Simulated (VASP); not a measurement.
Calculation: revTPSS meta-GGA, VASP's PBE PAW potentials (set 64) (plane waves; VASP).

The input files of a VASP run:

File KPOINTS_OPT:
```
k-points along high-symmetry lines
10
Line-mode
Reciprocal
  0.000000   0.000000   0.000000 ! GAMMA
  0.500000   0.000000   0.500000 ! X

  0.500000   0.000000   0.500000 ! X
  0.625000   0.250000   0.625000 ! U

  0.375000   0.375000   0.750000 ! K
  0.000000   0.000000   0.000000 ! GAMMA

  0.000000   0.000000   0.000000 ! GAMMA
  0.500000   0.500000   0.500000 ! L

  0.500000   0.500000   0.500000 ! L
  0.500000   0.250000   0.750000 ! W

  0.500000   0.250000   0.750000 ! W
  0.500000   0.000000   0.500000 ! X
```

File KPOINTS:
```
Automatic mesh
0
Gamma
12 12 12
0 0 0
```

**INCAR**
```
SYSTEM = MgO
PREC = Accurate
ENCUT = 520
EDIFF = 1E-7
NELM = 100
ALGO = Normal
LREAL = .FALSE.
LASPH = .TRUE.
ISMEAR = -5
METAGGA = RTPSS
LMIXTAU = .TRUE.
LWAVE = .FALSE.
LCHARG = .FALSE.
LORBIT = 11
NEDOS = 601
ISIF = 2
```

### POSCAR
```
MgO
1
    0.0000000000     2.1137457680     2.1137457680
    2.1137457680     0.0000000000     2.1137457680
    2.1137457680     2.1137457680     0.0000000000
Mg O
1 1
Direct
  0.0000000000   0.0000000000   0.0000000000
  0.5000000000   0.5000000000   0.5000000000
```

POTCAR, in this order: Mg O (PBE.64 set). Program: vasp_std.

Output of the run:

**OSZICAR**
```
       N       E                     dE             d eps       ncg     rms          rms(c)
DAV:   1     0.499616862947E+02    0.49962E+02   -0.51073E+03  1320   0.105E+03
DAV:   2    -0.191265934636E+00   -0.50153E+02   -0.49036E+02  1792   0.255E+02
DAV:   3    -0.161576973874E+01   -0.14245E+01   -0.14245E+01  1800   0.532E+01
DAV:   4    -0.162145997789E+01   -0.56902E-02   -0.56902E-02  2008   0.343E+00
DAV:   5    -0.162146861389E+01   -0.86360E-05   -0.86360E-05  1904   0.116E-01    0.705E+00
DAV:   6    -0.153670398906E+02   -0.13746E+02   -0.69068E+01  1152   0.128E+02    0.726E+00
DAV:   7    -0.152129330652E+02    0.15411E+00   -0.52499E-01  1504   0.823E+00    0.571E+00
DAV:   8    -0.150971532397E+02    0.11578E+00   -0.97510E+00  1152   0.215E+01    0.269E+00
DAV:   9    -0.151161158948E+02   -0.18963E-01   -0.64110E-02  1280   0.280E+00    0.239E+00
DAV:  10    -0.150751734502E+02    0.40942E-01   -0.13196E-02  1152   0.169E+00    0.216E+00
DAV:  11    -0.150910186354E+02   -0.15845E-01   -0.72788E-01  1152   0.627E+00    0.324E-01
DAV:  12    -0.150830307392E+02    0.79879E-02   -0.94916E-03  1152   0.125E+00    0.319E-01
DAV:  13    -0.150929943346E+02   -0.99636E-02   -0.68667E-03  1216   0.773E-01    0.178E-01
DAV:  14    -0.150932295903E+02   -0.23526E-03   -0.43510E-03  1200   0.578E-01    0.326E-02
DAV:  15    -0.150932479665E+02   -0.18376E-04   -0.62700E-05  1328   0.101E-01    0.174E-02
DAV:  16    -0.150932539173E+02   -0.59508E-05   -0.31151E-05  1296   0.744E-02    0.508E-03
DAV:  17    -0.150932737769E+02   -0.19860E-04   -0.68386E-06  1168   0.412E-02    0.289E-03
DAV:  18    -0.150932741969E+02   -0.42007E-06   -0.11950E-06  1248   0.131E-02    0.809E-04
DAV:  19    -0.150932746643E+02   -0.46739E-06   -0.48376E-08  1216   0.298E-03    0.666E-04
DAV:  20    -0.150932745211E+02    0.14324E-06   -0.29352E-08   672   0.163E-03    0.312E-04
DAV:  21    -0.150932749413E+02   -0.42025E-06   -0.89374E-09   632   0.100E-03    0.456E-05
DAV:  22    -0.150932748064E+02    0.13498E-06   -0.35453E-10   656   0.218E-04    0.560E-06
DAV:  23    -0.150932747994E+02    0.69028E-08   -0.52321E-11   624   0.691E-05
   1 F= -.15093275E+02 E0= -.15093275E+02  d E =0.000000E+00
       N       E                     dE             ncg
```

**OUTCAR**
```
------------------------ aborting loop because EDIFF is reached ----------------------------------------
  FORCE on cell =-STRESS in cart. coord.  units (eV):
  Direction    XX          YY          ZZ          XY          YZ          ZX
  --------------------------------------------------------------------------------------
  Total        0.0006327      0.0006327      0.0006327      0.0000000      0.0000000      0.0000000
  in kB        0.0536662      0.0536662      0.0536662      0.0000000      0.0000000      0.0000000
  external PRESSURE =       0.0536662 kB  Pullay stress =       0.0000000 kB
  volume of cell :       18.89
      direct lattice vectors                 reciprocal lattice vectors
     0.000000000  2.113745768  2.113745768    -0.236546896  0.236546896  0.236546896
     2.113745768  0.000000000  2.113745768     0.236546896 -0.236546896  0.236546896
     2.113745768  2.113745768  0.000000000     0.236546896  0.236546896 -0.236546896
  FREE ENERGIE OF THE ION-ELECTRON SYSTEM (eV)
  ---------------------------------------------------
  free  energy   TOTEN  =       -15.0932747994 eV

  energy  without entropy=      -15.0932747994  energy(sigma->0) =      -15.09327480

 total charge

# of ion       s       p       d       tot
------------------------------------------
    1        0.147   0.175   0.075   0.397
    2        1.532   3.537   0.000   5.069
--------------------------------------------------
tot          1.679   3.712   0.075   5.466
```
(Selected blocks of OUTCAR.)

The compound is MgO in the rock salt structure. It was relaxed first.
